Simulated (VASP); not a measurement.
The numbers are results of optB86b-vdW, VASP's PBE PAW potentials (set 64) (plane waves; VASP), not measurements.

A VASP calculation is set up with these files.

File POSCAR:
```
BaHfO3
1
    4.1761225134     0.0000000000    -0.0000000000
   -0.0000000000     4.1761225134    -0.0000000000
   -0.0000000000     0.0000000000     4.1761225134
Ba Hf O
1 1 3
Direct
  0.0000000000   0.0000000000   0.0000000000
  0.5000000000   0.5000000000   0.5000000000
  0.5000000000   0.0000000000   0.5000000000
  0.0000000000   0.5000000000   0.5000000000
  0.5000000000   0.5000000000   0.0000000000
```

### KPOINTS
```
Automatic mesh
0
gamma
6 6 6
0 0 0
```

INCAR:
```
# general
SYSTEM   = BaHfO3
PREC     = Accurate
ENCUT    = 520   # plane-wave cut-off (eV)
LREAL    = .FALSE.   # projection in real space or not
LASPH    = .TRUE.   # aspherical one-centre terms

# electronic loop
EDIFF    = 1E-7
NELM     = 100   # most electronic steps
ALGO     = Normal
LMAXMIX  = 6

# smearing
ISMEAR   = -5

# functional
GGA      = MK
LUSE_VDW = .TRUE.
AGGAC    = 0.0
PARAM1   = 0.1234
PARAM2   = 1.0

# ions
ISIF     = 2

# output
LWAVE    = .FALSE.
LCHARG   = .TRUE.
LORBIT   = 11   # lm-projected
NEDOS    = 601   # DOS grid
```

POTCAR, in this order: Ba_sv Hf_pv O (PBE.64 set). Program: vasp_std.

Q: What will the output report for the number of irreducible k-points (NKPTS), largest plane-wave count, number of space-group operations, FFT grid (NGX, NGY, NGZ)?

A: 
* **number of irreducible k-points (NKPTS)**: 20
* **largest plane-wave count**: 1984
* **number of space-group operations**: 48
* **FFT grid (NGX, NGY, NGZ)**: 32 × 32 × 32

The compound is BaHfO3 in the cubic perovskite structure. It was relaxed first.
